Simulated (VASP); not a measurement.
Data:

```
ZrSe
1.0
    3.50018     0.00000     0.00000
   -1.75009     3.03125     0.00000
    0.00000     0.00000     8.66306
Zr Se
2 2
Cartesian
  0.00000   2.02083   0.31934
  1.75009   1.01041   4.65087
  0.00000   2.02083   2.92930
  1.75009   1.01041   7.26083
```

Calculation: PBEsol GGA, VASP's PBE PAW potentials (set 64) (plane waves; VASP). Numerical set-up: 400 eV cut-off, 8×8×3 Γ-centred mesh, tetrahedra with Blöchl corrections, potentials Zr_sv Se.

The cores are frozen, which limits the accuracy of field gradients.

Q: Give the principal components of the electric field gradient (V/Å²) and the asymmetry η at each nucleus.

A: 
```tsv
atom	Vxx	Vyy	Vzz	η
Zr1	37.1	37.1	-74.2	0.00
Zr2	37.1	37.1	-74.2	0.00
Se3	3.9	3.9	-7.9	0.00
Se4	3.9	3.9	-7.9	0.00
```

The structure was generated: ZrSe was put into the wurtzite type (P6_3mc), which need not be its known phase. It was relaxed first, which changed the volume by -42 %.
